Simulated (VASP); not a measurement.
Data:

```xyz
4
Lattice="3.8765 0.0000 0.0000 0.0000 3.8765 0.0000 0.0000 0.0000 3.8765" Properties=species:S:1:pos:R:3 pbc="T T T"
Ti     0.0000     0.0000     0.0000
Pt     0.0000     1.9383     1.9383
Pt     1.9383     0.0000     1.9383
Pt     1.9383     1.9383     0.0000
```

All values below come from LDA (Ceperley-Alder, Perdew-Zunger), VASP's LDA PAW potentials (set 64) (plane waves; VASP 6.6.1). Run with 520 eV cut-off, 9×9×9 Γ-centred mesh, tetrahedra with Blöchl corrections, potentials Ti_sv Pt.

Unless said otherwise, spin-orbit coupling is left out, though it shifts the bands of the heavy elements here.

Problem. Predict the energy per atom (σ→0), band gap (on the k-mesh) with the smallest direct gap where there is one.

Solution. 
```yaml
band gap (on the k-mesh): none (metal, semimetal or under 0.01 eV)
energy per atom (σ→0): -8.657 eV/atom
```

Total energies compare only between runs with the same potentials, cut-off and functional.

The compound is Pt3Ti in the L1_2 structure. It was relaxed first.
